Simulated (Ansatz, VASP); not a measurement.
Cs2VO2 in VASP and in Ansatz

```xyz
5
Lattice="0.0000 4.1370 0.0000 4.1370 0.0000 0.0000 2.0685 2.0685 -7.7167" Properties=species:S:1:pos:R:3 pbc="T T T"
Cs    2.0685    2.0685   -2.4766
Cs    4.1370    4.1370   -5.2401
O     2.0685    2.0685   -5.9691
O     4.1370    4.1370   -1.7476
V     0.0000    0.0000    0.0000
```

Alike in both runs: functional r2SCAN; k mesh 7 × 7 × 7; occupations fermi-dirac, width 0.1153 eV; no spin polarisation.

Ansatz relaxed the structure, and its values are those at the end. VASP's run is a single point on that final structure, the one shown.

```csv
,VASP,Ansatz
version,VASP 6.6.1,Ansatz 0.2.0
potentials or method,"VASP PAW PBE potentials, release 64 (Cs_sv, O, V_sv)",PAW plane waves
plane-wave cutoff (eV),520,500
valence electrons in the cell,43,43
```

|  | VASP | Ansatz | Ansatz less VASP |
| --- | --- | --- | --- |
| pressure (GPa) | 0.3 | 0.0 | -0.33 |
| rms of the force components (eV/Å) | 0.066 | 0.002 | -0.0638 |

Caveats: the PAW data sets were made with another functional, which shifts forces and pressure a little (VASP); an odd number of electrons without spin polarisation forces a metal; a magnetic or distorted state may lie lower; the run has no spin polarisation, though such a crystal can be magnetic; semilocal functionals often make such compounds metallic where correlation or magnetic order opens a gap, which also shifts bond lengths. Spin-orbit coupling is left out, which matters for the levels of Cs.
